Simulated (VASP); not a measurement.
Output of a VASP run:

File OSZICAR:
```
       N       E                     dE             d eps       ncg     rms          rms(c)
DAV:   1     0.713798190324E+02    0.71380E+02   -0.69418E+03  1128   0.133E+03
DAV:   2    -0.154808776520E+02   -0.86861E+02   -0.81234E+02  1136   0.252E+02
DAV:   3    -0.196289109395E+02   -0.41480E+01   -0.40109E+01  1484   0.633E+01
DAV:   4    -0.197368605240E+02   -0.10795E+00   -0.10771E+00  1328   0.969E+00
DAV:   5    -0.197402460763E+02   -0.33856E-02   -0.33835E-02  1512   0.182E+00    0.142E+01
DAV:   6    -0.238387613783E+02   -0.40985E+01   -0.43493E+01  1440   0.138E+02    0.192E+01
DAV:   7    -0.183510728374E+02    0.54877E+01   -0.17950E+01  1524   0.109E+02    0.358E+00
DAV:   8    -0.183864800621E+02   -0.35407E-01   -0.11181E+00  1396   0.940E+00    0.196E+00
DAV:   9    -0.183523435839E+02    0.34136E-01   -0.11613E-01  1424   0.714E+00    0.465E-01
DAV:  10    -0.183528062899E+02   -0.46271E-03   -0.68982E-03  1544   0.115E+00    0.108E-01
DAV:  11    -0.183527303929E+02    0.75897E-04   -0.62750E-04  1656   0.503E-01    0.401E-02
DAV:  12    -0.183527809301E+02   -0.50537E-04   -0.10651E-04  1212   0.878E-02    0.291E-02
DAV:  13    -0.183527817034E+02   -0.77325E-06   -0.66601E-06  1404   0.230E-02    0.399E-03
DAV:  14    -0.183527821404E+02   -0.43698E-06   -0.11618E-06  1424   0.148E-02    0.378E-03
DAV:  15    -0.183527823265E+02   -0.18608E-06   -0.24414E-07  1136   0.103E-02    0.709E-04
DAV:  16    -0.183527824286E+02   -0.10216E-06   -0.93019E-08   680   0.239E-03    0.344E-04
DAV:  17    -0.183527824151E+02    0.13486E-07   -0.10598E-08   668   0.149E-03
   1 F= -.18352782E+02 E0= -.18353179E+02  d E =0.118899E-02
```

File OUTCAR:
```
------------------------ aborting loop because EDIFF is reached ----------------------------------------
  FORCE on cell =-STRESS in cart. coord.  units (eV):
  Direction    XX          YY          ZZ          XY          YZ          ZX
  --------------------------------------------------------------------------------------
  Total       -1.1948928     -1.1948928     -1.1948928     -0.0000000      0.0000000     -0.0000000
  in kB      -47.8239883    -47.8239883    -47.8239883     -0.0000000      0.0000000     -0.0000000
  external PRESSURE =     -47.8239883 kB  Pullay stress =       0.0000000 kB
  volume of cell :       40.03
      direct lattice vectors                 reciprocal lattice vectors
     0.000000000  2.715113028  2.715113028    -0.184154396  0.184154396  0.184154396
     2.715113028  0.000000000  2.715113028     0.184154396 -0.184154396  0.184154396
     2.715113028  2.715113028  0.000000000     0.184154396  0.184154396 -0.184154396
 POSITION                                       TOTAL-FORCE (eV/Angst)
 -----------------------------------------------------------------------------------
      0.00000      0.00000      0.00000         0.000000      0.000000      0.000000
      1.35756      1.35756      1.35756         0.000000      0.000000     -0.000000
      4.07267      4.07267      4.07267        -0.000000     -0.000000      0.000000
 -----------------------------------------------------------------------------------
    total drift:                                0.000000     -0.000000     -0.000000
  FREE ENERGIE OF THE ION-ELECTRON SYSTEM (eV)
  ---------------------------------------------------
  free  energy   TOTEN  =       -18.3527824151 eV

  energy  without entropy=      -18.3539714091  energy(sigma->0) =      -18.35317875
```
(Selected blocks of OUTCAR.)

**POSCAR**
```
CoSi2
1
    0.0000000000     2.7151130275     2.7151130275
    2.7151130275     0.0000000000     2.7151130275
    2.7151130275     2.7151130275     0.0000000000
Co Si
1 2
Direct
  0.0000000000   0.0000000000   0.0000000000
  0.2500000000   0.2500000000   0.2500000000
  0.7500000000   0.7500000000   0.7500000000
```

**Question.** Write an INCAR and KPOINTS that could have produced this output.

**Answer.** Several could match; the one computed here: the input of the run itself, revPBE GGA, plane waves, VASP's PBE PAW potentials (set 64).

INCAR:
```
SYSTEM  =  CoSi2
PREC  =  Accurate; ENCUT  =  520; LREAL  =  .False.
LASPH  =  .True.
EDIFF  =  1E-7; NELM  =  100; ALGO  =  Normal
LMAXMIX  =  4
ISMEAR  =  1; SIGMA  =  0.1
GGA  =  RE
ISIF  =  2
LWAVE  =  .False.; LCHARG  =  .False.
```

KPOINTS:
```
Automatic mesh
0
Gamma
10 10 10
0 0 0
```

POTCAR, in this order: Co Si (PBE.64 set). Program: vasp_std.

The compound is CoSi2 in the fluorite structure. This cell is one point of a volume scan, at 1.03 of the reference volume. The run is not spin-polarised, so no magnetic state was tried. The electron count is odd and the run is not spin-polarised, which forces a metal.
